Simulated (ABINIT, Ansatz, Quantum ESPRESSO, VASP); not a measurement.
**As (R-3m, 2 atoms in the cell) computed with different codes at matched settings**

Self-consistent single point.

```xyz
2
Lattice="3.6804 -1.8800 0.0000 3.6804 1.8800 0.0000 2.7200 0.0000 3.1114" Properties=species:S:1:pos:R:3 pbc="T T T"
As     2.2883     0.0000     0.7063
As     7.7924     0.0000     2.4051
```

All programs got the same cell, k-point mesh and kind of occupations (in Ansatz's words: kpoints.mp_grid.grid = 7 7 7; scf.occupations.method = fermi_dirac; scf.occupations.width = 0.05 eV); potentials, basis and cutoffs are each program's usual ones.

```tsv
code	model	pressure (GPa)	largest force (eV/Å)	cutoff
Quantum ESPRESSO	PBE, PSlibrary PAW (PBE) pseudopotentials	3.25	0.234	30 Ry
Ansatz	PBE, default PAW files	3.11	0.195	default
ABINIT	PBE, norm-conserving pseudopotentials (PseudoDojo nc-sr-05 PBE standard)	3.23	0.208	42 Ha
VASP	PBE, VASP's PBE PAW potentials (set 64)	3.44	0.254	300 eV
```

The spread over the programs that give each value: pressure within 0.33 GPa; largest force within 0.059 eV/Å.

The starting cell has typed, rounded lattice constants, without a prior relaxation at this level. On Ansatz's run: In the base run, with a pressure of about 3 GPa the cell is away from its equilibrium volume at this level.

**Question.** Why do the programs differ, and what cannot be compared?

**Answer.** Differences of this kind can come from the potentials, where these differ, and from what each basis and cutoff leave unconverged. The valence holds different numbers of electrons (Quantum ESPRESSO 10, Ansatz (an electronic-structure program) 30, ABINIT 30, VASP 10). The zero of total energies and Fermi levels follows the potentials and each program's conventions, so they are not compared here. Ansatz's pressure is given at a fixed set of plane waves, as the other plane-wave codes print theirs. The programs reduce the same mesh by symmetry to different extents, which changes the work and not the result.

VASP's run is marked for a possible Pulay error in its stress at this cutoff; no cutoff test was made.

Left out of this page: GPAW, CP2K, PySCF, Elk, FLEUR and SIESTA (not drawn, or without a comparable value).

Keys are those of Ansatz 0.2.
